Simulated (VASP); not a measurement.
Consider the following.

```
CuI
1.0
    3.98890     0.00000     0.00000
   -1.99445     3.45449     0.00000
    0.00000     0.00000     6.61506
Cu I
2 2
Cartesian
  0.00000   2.30299   0.01604
  1.99445   1.15150   3.32357
  0.00000   2.30299   2.46460
  1.99445   1.15150   5.77213
```

The numbers are results of PBEsol GGA, VASP's PBE PAW potentials (set 64) (plane waves; VASP), not measurements. Run with 500 eV cut-off, 7×7×4 Γ-centred mesh, Gaussian smearing of 0.050 eV, potentials Cu I.

Estimate the energy per atom (σ→0), pressure.

```json
{
 "energy per atom (σ→0)": "-3.065 eV/atom",
 "pressure": "9.94 GPa"
}
```

The absolute energy has meaning only against runs of the same code, potentials and settings.

The structure was generated: CuI was put into the wurtzite type (P6_3mc), which need not be its known phase. It was relaxed first under an external pressure of 10 GPa.
